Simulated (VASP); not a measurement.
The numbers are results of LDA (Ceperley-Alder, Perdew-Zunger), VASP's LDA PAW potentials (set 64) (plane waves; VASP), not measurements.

A VASP calculation is set up with these files.

**INCAR**
```
SYMPREC = 1E-4
EDIFFG = -0.02
ISMEAR = 1
LASPH = .TRUE.   # aspherical one-centre terms
SIGMA = 0.1   # width (eV)
ALGO = Normal   # blocked Davidson
ENCUT = 500   # plane-wave cut-off (eV)
LWAVE = .FALSE.
ISIF = 3   # ions, shape and volume
LREAL = .FALSE.   # projection in real space or not
LMAXMIX = 4   # l cut-off of mixed one-centre charges
IBRION = 2   # conjugate gradients
SYSTEM = SnSe2
NSW = 40   # most ionic steps
NELM = 100
PSTRESS = 450   # kbar
PREC = Accurate
LCHARG = .FALSE.
EDIFF = 1E-6   # SCF stop (eV)
```

**KPOINTS**
```
kpoints
0
gamma
 10 10 6
0 0 0
```

POSCAR:
```
SnSe2
1.0
  1.7574813900  -3.0440882776   0.0000000000
  1.7574813900   3.0440882776   0.0000000000
  0.0000000000   0.0000000000   5.1053786013
Sn Se
1 2
direct
  0.0000000000   0.0000000000   0.0000000000
  0.3333330000   0.6666670000   0.3131015964
  0.6666670000   0.3333330000   0.6868984036
```

POTCAR, in this order: Sn_d Se (LDA.64 set). Program: vasp_std.

Output of the run:

### OSZICAR
```
...
DAV:   8    -0.125474983350E+02    0.13184E-02   -0.10766E-02  2957   0.106E+00    0.245E-01
DAV:   9    -0.125471552336E+02    0.34310E-03   -0.14061E-03  3009   0.278E-01    0.697E-02
DAV:  10    -0.125471600924E+02   -0.48588E-05   -0.16297E-04  3100   0.124E-01    0.229E-02
DAV:  11    -0.125471610777E+02   -0.98535E-06   -0.87394E-06  2844   0.220E-02
   1 F= 0.27957532E+01 E0= 0.27960142E+01  d E =0.279575E+01
       N       E                     dE             d eps       ncg     rms          rms(c)
DAV:   1    -0.196143514172E+02   -0.70672E+01   -0.21675E+02  3222   0.217E+02    0.234E+01
DAV:   2    -0.974931228391E+01    0.98650E+01   -0.20776E+01  3240   0.174E+02    0.852E+00
DAV:   3    -0.768554449488E+01    0.20638E+01   -0.42253E+00  3225   0.517E+01    0.227E+00
DAV:   4    -0.759364852776E+01    0.91896E-01   -0.50112E-01  3667   0.752E+00    0.927E-01
DAV:   5    -0.757855500349E+01    0.15094E-01   -0.22867E-02  3490   0.159E+00    0.354E-01
DAV:   6    -0.757545306083E+01    0.31019E-02   -0.36211E-03  3845   0.976E-01    0.109E-01
DAV:   7    -0.757542947602E+01    0.23585E-04   -0.53244E-04  2773   0.245E-01    0.410E-02
DAV:   8    -0.757541941897E+01    0.10057E-04   -0.47361E-05  3763   0.140E-01    0.123E-02
DAV:   9    -0.757541938046E+01    0.38513E-07   -0.56723E-06  2802   0.266E-02
   2 F= 0.43000862E+01 E0= 0.42999261E+01  d E =0.150433E+01
       N       E                     dE             d eps       ncg     rms          rms(c)
DAV:   1    -0.176804062227E+02   -0.10105E+02   -0.17051E+02  3229   0.331E+02    0.149E+01
DAV:   2    -0.133298326219E+02    0.43506E+01   -0.97294E+00  3183   0.545E+01    0.662E+00
DAV:   3    -0.118587767431E+02    0.14711E+01   -0.40339E+00  3352   0.347E+01    0.997E-01
DAV:   4    -0.118389687808E+02    0.19808E-01   -0.22954E-01  2634   0.465E+00    0.501E-01
DAV:   5    -0.118210797570E+02    0.17889E-01   -0.11690E-02  3618   0.119E+00    0.209E-01
DAV:   6    -0.118182867346E+02    0.27930E-02   -0.28202E-03  2816   0.657E-01    0.675E-02
DAV:   7    -0.118182740502E+02    0.12684E-04   -0.93735E-05  3261   0.987E-02    0.331E-02
DAV:   8    -0.118182620230E+02    0.12027E-04   -0.31084E-05  3100   0.834E-02    0.570E-03
DAV:   9    -0.118182619144E+02    0.10856E-06   -0.11802E-06  1780   0.194E-02
   3 F= 0.26274206E+01 E0= 0.26276501E+01  d E =-.168333E+00
       N       E                     dE             d eps       ncg     rms          rms(c)
DAV:   1    -0.117633224735E+02    0.54940E-01   -0.65063E-02  3223   0.480E+00    0.322E-01
DAV:   2    -0.117611606669E+02    0.21618E-02   -0.39860E-03  3194   0.136E+00    0.139E-01
DAV:   3    -0.117605416054E+02    0.61906E-03   -0.16090E-03  3151   0.794E-01    0.252E-02
DAV:   4    -0.117605299204E+02    0.11685E-04   -0.95883E-05  2546   0.101E-01    0.112E-02
DAV:   5    -0.117605237707E+02    0.61497E-05   -0.50704E-06  3347   0.242E-02    0.441E-03
DAV:   6    -0.117605230506E+02    0.72008E-06   -0.61727E-07  1329   0.104E-02
   4 F= 0.26264412E+01 E0= 0.26266536E+01  d E =-.169312E+00
       N       E                     dE             d eps       ncg     rms          rms(c)
DAV:   1    -0.117421306637E+02    0.18393E-01   -0.66165E-03  3220   0.154E+00    0.103E-01
DAV:   2    -0.117419112361E+02    0.21943E-03   -0.40231E-04  3185   0.431E-01    0.442E-02
DAV:   3    -0.117418482475E+02    0.62989E-04   -0.16390E-04  3154   0.253E-01    0.796E-03
DAV:   4    -0.117418470778E+02    0.11698E-05   -0.97805E-06  2557   0.324E-02    0.357E-03
DAV:   5    -0.117418464338E+02    0.64395E-06   -0.38175E-07  1271   0.774E-03
   5 F= 0.26264154E+01 E0= 0.26266220E+01  d E =-.169338E+00
       N       E                     dE             d eps       ncg     rms          rms(c)
DAV:   1    -0.117064295657E+02    0.35418E-01   -0.84582E-01  2709   0.762E+00    0.691E-01
DAV:   2    -0.116990067553E+02    0.74228E-02   -0.46866E-02  3001   0.212E+00    0.394E-01
DAV:   3    -0.116960538174E+02    0.29529E-02   -0.63537E-03  3202   0.123E+00    0.143E-01
DAV:   4    -0.116957092833E+02    0.34453E-03   -0.70035E-04  3826   0.407E-01    0.468E-02
DAV:   5    -0.116956895759E+02    0.19707E-04   -0.93453E-05  3729   0.128E-01    0.125E-02
DAV:   6    -0.116956898663E+02   -0.29040E-06   -0.63492E-06  2420   0.235E-02
   6 F= 0.26134279E+01 E0= 0.26136320E+01  d E =-.129875E-01
       N       E                     dE             d eps       ncg     rms          rms(c)
DAV:   1    -0.116758897920E+02    0.19800E-01   -0.11995E-01  2714   0.288E+00    0.264E-01
DAV:   2    -0.116748249179E+02    0.10649E-02   -0.66670E-03  3047   0.830E-01    0.151E-01
DAV:   3    -0.116744022566E+02    0.42266E-03   -0.89033E-04  3301   0.474E-01    0.548E-02
DAV:   4    -0.116743515379E+02    0.50719E-04   -0.11058E-04  3830   0.159E-01    0.174E-02
DAV:   5    -0.116743487440E+02    0.27939E-05   -0.13922E-05  3579   0.472E-02    0.469E-03
DAV:   6    -0.116743487484E+02   -0.44388E-08   -0.66584E-07  1358   0.853E-03
   7 F= 0.26123613E+01 E0= 0.26125776E+01  d E =-.140541E-01
       N       E                     dE             d eps       ncg     rms          rms(c)
DAV:   1    -0.117022820497E+02   -0.27933E-01   -0.21990E-01  2889   0.402E+00    0.420E-01
DAV:   2    -0.116996469815E+02    0.26351E-02   -0.14075E-02  2912   0.169E+00    0.240E-01
DAV:   3    -0.116983131485E+02    0.13338E-02   -0.15813E-03  3303   0.665E-01    0.801E-02
DAV:   4    -0.116981819063E+02    0.13124E-03   -0.39842E-04  3653   0.274E-01    0.185E-02
DAV:   5    -0.116981823877E+02   -0.48145E-06   -0.41215E-05  3596   0.605E-02    0.763E-03
DAV:   6    -0.116981819196E+02    0.46815E-06   -0.22263E-06  2224   0.141E-02
   8 F= 0.26100021E+01 E0= 0.26100449E+01  d E =-.235919E-02
       N       E                     dE             d eps       ncg     rms          rms(c)
DAV:   1    -0.117171536076E+02   -0.18971E-01   -0.12579E-01  2894   0.303E+00    0.317E-01
DAV:   2    -0.117156375478E+02    0.15161E-02   -0.80973E-03  2875   0.129E+00    0.182E-01
DAV:   3    -0.117148783248E+02    0.75922E-03   -0.90812E-04  3349   0.505E-01    0.614E-02
DAV:   4    -0.117147999776E+02    0.78347E-04   -0.22723E-04  3607   0.210E-01    0.141E-02
DAV:   5    -0.117148002495E+02   -0.27192E-06   -0.24858E-05  3583   0.475E-02    0.580E-03
DAV:   6    -0.117147999635E+02    0.28599E-06   -0.12994E-06  1672   0.108E-02
   9 F= 0.26092832E+01 E0= 0.26092070E+01  d E =-.307811E-02
       N       E                     dE             d eps       ncg     rms          rms(c)
DAV:   1    -0.116495777604E+02    0.65222E-01   -0.18409E-01  3113   0.614E+00    0.458E-01
DAV:   2    -0.116454163736E+02    0.41614E-02   -0.12677E-02  3167   0.176E+00    0.215E-01
DAV:   3    -0.116440116149E+02    0.14048E-02   -0.32278E-03  3182   0.105E+00    0.588E-02
DAV:   4    -0.116439461220E+02    0.65493E-04   -0.34688E-04  3470   0.185E-01    0.220E-02
DAV:   5    -0.116439343342E+02    0.11788E-04   -0.17860E-05  3828   0.650E-02    0.842E-03
DAV:   6    -0.116439332623E+02    0.10720E-05   -0.31782E-06  2188   0.224E-02    0.295E-03
DAV:   7    -0.116439331820E+02    0.80285E-07   -0.21851E-07  1320   0.658E-03
  10 F= 0.26086172E+01 E0= 0.26084939E+01  d E =-.665974E-03
       N       E                     dE             d eps       ncg     rms          rms(c)
DAV:   1    -0.116605646401E+02   -0.16631E-01   -0.95867E-03  3121   0.142E+00    0.104E-01
DAV:   2    -0.116603494729E+02    0.21517E-03   -0.65798E-04  3153   0.402E-01    0.490E-02
DAV:   3    -0.116602766409E+02    0.72832E-04   -0.17020E-04  3199   0.240E-01    0.133E-02
DAV:   4    -0.116602734639E+02    0.31770E-05   -0.18216E-05  3435   0.415E-02    0.505E-03
DAV:   5    -0.116602728808E+02    0.58311E-06   -0.57677E-07  1349   0.151E-02
  11 F= 0.26085521E+01 E0= 0.26084309E+01  d E =-.731082E-03
```

### OUTCAR
```
------------------------ aborting loop because EDIFF is reached ----------------------------------------
  FORCE on cell =-STRESS in cart. coord.  units (eV):
  Direction    XX          YY          ZZ          XY          YZ          ZX
  --------------------------------------------------------------------------------------
  Total       14.2772974     14.2787642     14.3088790      0.0000000      0.0000000      0.0000000
  in kB      450.2671975    450.3134563    451.2631952      0.0000000      0.0000000      0.0000000
  external PRESSURE =       0.6146163 kB  Pullay stress =     450.0000000 kB
  volume of cell :       50.80
      direct lattice vectors                 reciprocal lattice vectors
     1.695707214 -2.937201916 -0.000000000     0.294862224 -0.170230040 -0.000000000
     1.695707214  2.937201916  0.000000000     0.294862224  0.170230040  0.000000000
     0.000000000 -0.000000000  5.100016884     0.000000000 -0.000000000  0.196077782
 POSITION                                       TOTAL-FORCE (eV/Angst)
 -----------------------------------------------------------------------------------
      0.00000     -0.00000     -0.00000         0.000000     -0.000000     -0.000000
      1.69571      0.97907      1.61437         0.000000     -0.000000      0.001794
      1.69571     -0.97907      3.48565        -0.000000      0.000000     -0.001794
 -----------------------------------------------------------------------------------
    total drift:                                0.000000     -0.000000      0.000000
  FREE ENERGIE OF THE ION-ELECTRON SYSTEM (eV)
  ---------------------------------------------------
  free  energy   TOTEN  =       -11.6602728808 eV

  energy  without entropy=      -11.6606365353  energy(sigma->0) =      -11.66039410
  enthalpy is  TOTEN    =         2.6085521143 eV   P V=       14.2688249951

 reached required accuracy - stopping structural energy minimisation
```
(Selected blocks of OUTCAR.)

### CONTCAR
```
SnSe2
   1.00000000000000
     1.6957072135881797   -2.9372019158465403   -0.0000000000000000
     1.6957072135881797    2.9372019158465403    0.0000000000000000
     0.0000000000000000   -0.0000000000000000    5.1000168844736606
  Sn              Se
     1     2
Direct
     0.0000000000000000    0.0000000000000000    0.0000000000000000
     0.3333330000000032    0.6666669999999968    0.3165417971077912
     0.6666669999999968    0.3333330000000032    0.6834582028922087
```

Energy and stress use the plane-wave basis of the starting cell.

The compound is SnSe2 in the 1T layered structure. This run relaxes it under an external pressure of 45 GPa. Symmetry was kept, so distortions that lower it aren't found.
